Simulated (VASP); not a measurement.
```xyz
12
Lattice="-4.3367 4.3367 1.8816 4.3367 -4.3367 1.8816 4.3367 4.3367 -1.8816" Properties=species:S:1:pos:R:3 pbc="T T T"
Ti     0.0254     2.5351     0.0000
Ti     4.3113     1.8017     1.8816
Ti     6.1384     0.0254     0.0000
Ti    -1.8017     4.3113     1.8816
O      1.3085     4.3271     0.0000
O      3.0282     0.0096     1.8816
O      4.3463     1.3085     0.0000
O     -0.0096     3.0282     1.8816
O      2.9520    -2.9360     1.8816
O      1.3847     7.2727     0.0000
O      2.9360     2.9520     1.8816
O      1.4007     1.3847     0.0000
```

Calculation: PBEsol GGA, VASP's PBE PAW potentials (set 64) (plane waves; VASP). Numerical set-up: 520 eV cut-off, 7×7×7 Γ-centred mesh, tetrahedra with Blöchl corrections, potentials Ti_sv O.

The cores are frozen, which limits the accuracy of field gradients.

Problem. Give the principal components of the electric field gradient (V/Å²) and the asymmetry η at each nucleus.

Solution. 
```tsv
atom	Vxx	Vyy	Vzz	η
Ti1	-7.2	-5.8	13.0	0.10
Ti2	-7.2	-5.8	13.0	0.10
Ti3	-7.2	-5.8	13.0	0.10
Ti4	-7.2	-5.8	13.0	0.10
O5	18.4	11.0	-29.4	0.25
O6	18.4	11.0	-29.4	0.25
O7	18.4	11.0	-29.4	0.25
O8	18.4	11.0	-29.4	0.25
O9	7.9	3.1	-11.0	0.43
O10	7.9	3.1	-11.0	0.43
O11	7.9	3.1	-11.1	0.43
O12	7.9	3.1	-11.1	0.43
```

The structure comes from a computed database's TiO2 entry (I4/m); how it stands against other phases isn't given here. It was relaxed first.
